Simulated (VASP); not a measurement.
The system is Y.

```
Y
1.0
     3.64257    0.00000    0.00000
    -1.82128    3.15456    0.00000
     0.00000    0.00000    5.87916
Y
2
Direct
  0.33333 0.66667 0.25000
  0.66667 0.33333 0.75000
```

```yaml
Program: VASP 6.6.1
Task: relaxation of cell and atoms
Functional: LDA
Potentials_or_basis: VASP PAW LDA potentials, release 64 (Y_sv)
Cutoff: 600 eV
k_mesh: 15 × 15 × 8
Occupations: gaussian, width 0.1 eV
Spin: no spin polarisation
```

At the start: pressure -4.7 GPa; volume 33.78 Å³/atom.

Q: How do energy, volume and symmetry change on relaxing?

A: Over 9 steps the energy falls by 68.0 meV/atom and the volume is 29.83 Å³/atom (-11.7 %); space group P6_3/mmc (No. 194, to 0.05 Å).

Step by step:
```csv
step,energy change (eV),largest force (eV/Å),pressure (GPa),volume (Å³)
1,0.0000,0.0000,-4.65,67.56
2,-0.1309,0.0000,0.95,58.40
3,-0.1337,0.0000,0.11,59.45
4,-0.1337,0.0000,-0.01,59.60
5,-0.1354,0.0000,-0.04,59.68
6,-0.1361,0.0000,-0.08,59.78
7,-0.1361,0.0000,-0.08,59.77
8,-0.1361,0.0000,0.03,59.62
9,-0.1361,0.0000,0.01,59.67
```

Final structure:
```
CELL_PARAMETERS angstrom
3.53893 0.00000 0.00000
-1.76946 3.06480 0.00000
0.00000 0.00000 5.50149
ATOMIC_POSITIONS crystal
Y 0.33333 0.66667 0.25000
Y 0.66667 0.33333 0.75000
```
